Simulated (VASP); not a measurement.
Input:

```
O2Si
1.0
    5.01589     0.00000     0.00000
    0.00000     5.01589     0.00000
    0.00000     0.00000     6.97626
Si O
4 8
Direct
  0.69915   0.69915   0.50000
  0.80085   0.19915   0.75000
  0.30085   0.30085   0.00000
  0.19915   0.80085   0.25000
  0.89339   0.76136   0.31962
  0.73864   0.39339   0.56962
  0.10661   0.23864   0.81962
  0.26136   0.60661   0.06962
  0.39339   0.73864   0.43038
  0.23864   0.10661   0.18038
  0.60661   0.26136   0.93038
  0.76136   0.89339   0.68038
```

All values below come from PBEsol GGA, VASP's PBE PAW potentials (set 64) (plane waves; VASP 6.6.1). Numerical set-up: 520 eV cut-off, 5×5×4 Γ-centred mesh, tetrahedra with Blöchl corrections, potentials Si O.

Problem. Estimate the energy per atom (σ→0), band gap (on the k-mesh) with the smallest direct gap where there is one.

Solution. 
| Property | Value |
|---|---|
| band gap (on the k-mesh) | 5.56 eV |
| smallest direct gap (on the k-mesh) | 5.56 eV |
| energy per atom (σ→0) | -8.224 eV/atom |

Only differences to runs with the same potentials and settings are physical.

The structure comes from a computed database's SiO2 entry (P4_12_12), a phase known from measurement. It was relaxed first.
